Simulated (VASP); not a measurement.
# ZrH6: changing the choice of potentials or basis

The cell as given:

```cif
data_structure
_symmetry_space_group_name_H-M 'P4/mmm'
_symmetry_Int_Tables_number 123
_cell_length_a 3.3880
_cell_length_b 3.3880
_cell_length_c 8.4110
_cell_angle_alpha 90.000
_cell_angle_beta 90.000
_cell_angle_gamma 90.000
_cell_volume 96.55
loop_
_atom_site_label
_atom_site_type_symbol
_atom_site_symmetry_multiplicity
_atom_site_Wyckoff_symbol
_atom_site_fract_x
_atom_site_fract_y
_atom_site_fract_z
_atom_site_occupancy
Zr1 Zr 1 d 0.50000 0.50000 0.50000 1
H1 H 4 i 0.00000 0.50000 0.63150 1
H2 H 2 h 0.50000 0.50000 0.95539 1
```

The cell comes from a database or a generator and needn't be the stable form of this composition.

Kept alike: task relaxation of cell and atoms; functional PBE; k mesh 6 × 6 × 3; occupations fermi-dirac, width 0.05 eV; no spin polarisation. Program: VASP, cutoff 900 eV. The mesh is that of the run's cell of 7 atoms. No spin-orbit coupling.

| choice of potentials or basis | volume (Å³/atom) |
| --- | --- |
| H, Zr_sv | 13.790 |
| H_GW, Zr_sv_GW | 13.792 |
| H_s, Zr_sv | 13.793 |

Stopped at the starting cell, within the stress tolerance: H_GW, Zr_sv_GW. The relaxations keep at least the cell's symmetry (P4/mmm). For a metal such a mesh leaves the last digits unconverged. Relaxations stop with a little pressure left, so the last digits of a volume or edge aren't settled. Runs of this series that gave no sound value for these columns are left out.

The volume runs from 13.790 (H, Zr_sv) to 13.793 Å³/atom (H_s, Zr_sv).
